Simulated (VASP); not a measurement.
Input for VASP

### KPOINTS
```
Automatic
0
gamma
9 9 9
0 0 0
```

### INCAR
```
ISMEAR  =  -5
NELM  =  100   # most electronic steps
ALGO  =  Normal   # blocked Davidson
GGA  =  PS   # PBEsol
LCHARG  =  .True.
LREAL  =  .False.   # projection in real space or not
ISIF  =  2   # forces and stress, cell fixed
EDIFF  =  1E-7   # SCF stop (eV)
LMAXMIX  =  6   # l cut-off of mixed one-centre charges
LORBIT  =  11   # lm-projected
LWAVE  =  .False.
NEDOS  =  601
LASPH  =  .True.   # aspherical one-centre terms
PREC  =  Accurate
ENCUT  =  520
SYSTEM  =  HfO2
```

POSCAR:
```
HfO2
5.0201340
  0.0000000000   0.5000000101   0.5000000101
  0.5000000101   0.0000000000   0.5000000101
  0.5000000101   0.5000000101   0.0000000000
Hf O
1 2
Cart
  0.0000000000   0.0000000000   0.0000000000
  0.7500000152   0.7500000152   0.7500000152
  0.2500000051   0.2500000051   0.2500000051
```

POTCAR, in this order: Hf_pv O (PBE.64 set). Program: vasp_std.

Task: Write an equivalent input for Quantum ESPRESSO's pw.x.

Result: One equivalent input (not run):
```
&CONTROL
  calculation = 'scf'
  pseudo_dir = './pseudo'
  outdir = './out'
  tprnfor = .true.
  tstress = .true.
/
&SYSTEM
  ibrav = 0
  nat = 3
  ntyp = 2
  ecutwfc = 84
  occupations = 'tetrahedra'
  input_dft = 'pbesol'
/
&ELECTRONS
  conv_thr = 7.3e-09
  electron_maxstep = 100
/
ATOMIC_SPECIES
  Hf 178.490 Hf.upf
  O 15.999 O.upf
CELL_PARAMETERS angstrom
     0.0000000    2.5100671    2.5100671
     2.5100671    0.0000000    2.5100671
     2.5100671    2.5100671    0.0000000
ATOMIC_POSITIONS crystal
  Hf   0.0000000  0.0000000  0.0000000
  O    0.7500000  0.7500000  0.7500000
  O    0.2500000  0.2500000  0.2500000
K_POINTS automatic
  9 9 9 0 0 0
```
What does not carry over: the potentials are each code's own (VASP's PAW set, PseudoDojo norm-conserving files in pw.x), so ENCUT and ecutwfc are chosen apart and not converted; conv_thr bounds pw.x's estimated SCF error, while EDIFF bounds the energy change between steps.

The structure comes from a computed database's HfO2 entry (Fm-3m); how it stands against other phases isn't given here. It was relaxed first.
